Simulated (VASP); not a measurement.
All values below come from PBE GGA, VASP's PBE PAW potentials (set 64) (plane waves; VASP 6.6.1).

VASP ran on this input.

INCAR:
```
SYSTEM = Ge
PREC = Accurate
ENCUT = 400
EDIFF = 1E-2
NELM = 100
ALGO = Normal
LREAL = .FALSE.
LASPH = .TRUE.
ISMEAR = 0
SIGMA = 0.05
GGA = PE
LMAXMIX = 4
LWAVE = .FALSE.
LCHARG = .FALSE.
ISIF = 2
```

### KPOINTS
```
Automatic mesh
0
Gamma
 7 7 7
```

POSCAR:
```
Ge
1
    0.0000000000     2.8661570000     2.7448350000
    2.7466390000     0.0000000000     2.7448350000
    2.7466390000     2.8661570000     0.0000000000
Ge
2
Direct
  0.0000000000   0.0000000000   0.0000000000
  0.2434590000   0.2565410000   0.2565410000
```

POTCAR, in this order: Ge_d (PBE.64 set). Program: vasp_std.

Output of the run:

**OSZICAR**
```
       N       E                     dE             d eps       ncg     rms          rms(c)
DAV:   1     0.147816532975E+03    0.14782E+03   -0.13455E+04  3718   0.378E+03
DAV:   2     0.937333098710E+01   -0.13844E+03   -0.13609E+03  3612   0.479E+02
DAV:   3    -0.847820293684E+01   -0.17852E+02   -0.17730E+02  3902   0.136E+02
DAV:   4    -0.899206728958E+01   -0.51386E+00   -0.51283E+00  4194   0.270E+01
DAV:   5    -0.900005023043E+01   -0.79829E-02   -0.79823E-02  4078   0.341E+00    0.343E+00
DAV:   6    -0.893405452177E+01    0.65996E-01   -0.25228E-02  3028   0.155E+00    0.205E+00
DAV:   7    -0.889544320756E+01    0.38611E-01   -0.66783E-02  2920   0.231E+00    0.159E-01
DAV:   8    -0.889731268398E+01   -0.18695E-02   -0.75802E-03  1964   0.131E+00
   1 F= -.88973127E+01 E0= -.88972429E+01  d E =-.139555E-03
```

OUTCAR:
```
------------------------ aborting loop because EDIFF is reached ----------------------------------------
  FORCE on cell =-STRESS in cart. coord.  units (eV):
  Direction    XX          YY          ZZ          XY          YZ          ZX
  --------------------------------------------------------------------------------------
  Total        0.3789939     -0.5221491      0.4033638      0.0000000     -0.4066969      0.0000000
  in kB       14.0506044    -19.3578589     14.9540785      0.0000000    -15.0776502      0.0000000
  external PRESSURE =       3.2156080 kB  Pullay stress =       0.0000000 kB
  volume of cell :       43.22
      direct lattice vectors                 reciprocal lattice vectors
     0.000000000  2.866157000  2.744835000    -0.182040669  0.174449620  0.182160312
     2.746639000  0.000000000  2.744835000     0.182040669 -0.174449620  0.182160312
     2.746639000  2.866157000  0.000000000     0.182040669  0.174449620 -0.182160312
 POSITION                                       TOTAL-FORCE (eV/Angst)
 -----------------------------------------------------------------------------------
      0.00000      0.00000      0.00000         0.459200     -0.000000      0.000000
      1.40925      1.43308      1.37242        -0.459200      0.000000      0.000000
 -----------------------------------------------------------------------------------
    total drift:                                0.000017      0.000002      0.000002
  FREE ENERGIE OF THE ION-ELECTRON SYSTEM (eV)
  ---------------------------------------------------
  free  energy   TOTEN  =        -8.8973126840 eV

  energy  without entropy=       -8.8971731285  energy(sigma->0) =       -8.89724291
```
(Selected blocks of OUTCAR.)

### OUTCAR
```
 val. band max:        5.6482283006   @ k =   0.0000   0.0000   0.0000

 cond. band min:       5.7382183484   @ k =   0.4286  -0.0000   0.0000


 Fermi energy:         5.6793250933

 k-point     1 :       0.0000    0.0000    0.0000
  band No.  band energies     occupation
      1     -19.4119      2.00000
      2     -19.4088      2.00000
      3     -19.3911      2.00000
      4     -19.3672      2.00000
      5     -19.3607      2.00000
      6     -19.1410      2.00000
      7     -19.1212      2.00000
      8     -19.1209      2.00000
      9     -19.1155      2.00000
     10     -19.1038      2.00000
     11      -7.6804      2.00000
     12       5.1475      2.00000
     13       5.5783      1.99571
     14       5.6482      1.62090
     15       5.9063      0.00000
     16       7.9062      0.00000
     17       7.9687      0.00000
     18       8.2421      0.00000

 k-point     2 :       0.1429   -0.0000    0.0000
  band No.  band energies     occupation
      1     -19.4210      2.00000
      2     -19.4141      2.00000
      3     -19.3914      2.00000
      4     -19.3514      2.00000
      5     -19.3471      2.00000
      6     -19.1484      2.00000
      7     -19.1411      2.00000
      8     -19.1288      2.00000
      9     -19.0984      2.00000
     10     -19.0963      2.00000
     11      -7.4229      2.00000
     12       2.8497      2.00000
     13       4.7760      2.00000
     14       5.1870      2.00000
     15       6.6181      0.00000
     16       8.5183      0.00000
     17       8.7262      0.00000
     18       9.4459      0.00000

 k-point     3 :      -0.0000    0.1429   -0.0000
  band No.  band energies     occupation
      1     -19.4230      2.00000
      2     -19.4090      2.00000
      3     -19.4044      2.00000
      4     -19.3470      2.00000
      5     -19.3444      2.00000
      6     -19.1509      2.00000
      7     -19.1440      2.00000
      8     -19.1243      2.00000
      9     -19.0972      2.00000
...
```

The compound is Ge in the diamond structure. The cell was not relaxed at this level, atoms are displaced from their ideal sites. The run is one of a series of settings (EDIFF = 1E-2 against the base run), some of them coarse on purpose.
